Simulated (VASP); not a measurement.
TaSn:

```xyz
2
Lattice="-2.1624 2.1624 2.4847 2.1624 -2.1624 2.4847 2.1624 2.1624 -2.4847" Properties=species:S:1:pos:R:3 pbc="T T T"
Ta    0.0000    0.0000    0.0000
Sn    0.0000    0.0000    2.4847
```

The cell was built by a generator and needn't be a form met in nature.

```yaml
Program: VASP 6.6.1
Task: relaxation of cell and atoms
Functional: PBE
Potentials_or_basis: VASP PAW PBE potentials, release 64 (Ta_pv, Sn_d)
Cutoff: 520 eV
k_mesh: 7 × 7 × 7
Occupations: gaussian, width 0.15 eV
Spin: no spin polarisation
```

At the start: pressure 10.1 GPa; volume 23.24 Å³/atom.

Task: How do energy, volume and symmetry change on relaxing?

Result: Over 11 steps the energy falls by 621.7 meV/atom and the volume is 22.45 Å³/atom (-3.4 %); space group Fm-3m (No. 225, to 0.05 Å).

Step by step:
| step | energy change (eV) | largest force (eV/Å) | pressure (GPa) | volume (Å³) |
| --- | --- | --- | --- | --- |
| 1 | 0.0000 | 0.0000 | 10.13 | 46.47 |
| 2 | -0.3890 | 0.0000 | -5.47 | 53.50 |
| 3 | -1.0639 | 0.0000 | -9.79 | 50.20 |
| 4 | -1.0709 | 0.0000 | -9.62 | 49.99 |
| 5 | -1.0699 | 0.0000 | -9.01 | 49.68 |
| 6 | -1.1092 | 0.0000 | 9.94 | 41.96 |
| 7 | -1.2421 | 0.0000 | -0.76 | 45.27 |
| 8 | -1.2422 | 0.0000 | -0.66 | 45.18 |
| 9 | -1.2421 | 0.0000 | -0.47 | 45.10 |
| 10 | -1.2429 | 0.0000 | 0.82 | 44.79 |
| 11 | -1.2435 | 0.0000 | 0.40 | 44.91 |

Final structure:
```cif
data_structure
_symmetry_space_group_name_H-M 'P 1'
_symmetry_Int_Tables_number 1
_cell_length_a 3.9901
_cell_length_b 3.9901
_cell_length_c 3.9901
_cell_angle_alpha 120.019
_cell_angle_beta 120.019
_cell_angle_gamma 89.968
_cell_volume 44.91
loop_
_atom_site_label
_atom_site_type_symbol
_atom_site_fract_x
_atom_site_fract_y
_atom_site_fract_z
_atom_site_occupancy
Ta1 Ta 0.00000 0.00000 0.00000 1
Sn1 Sn 0.50000 0.50000 0.00000 1
```
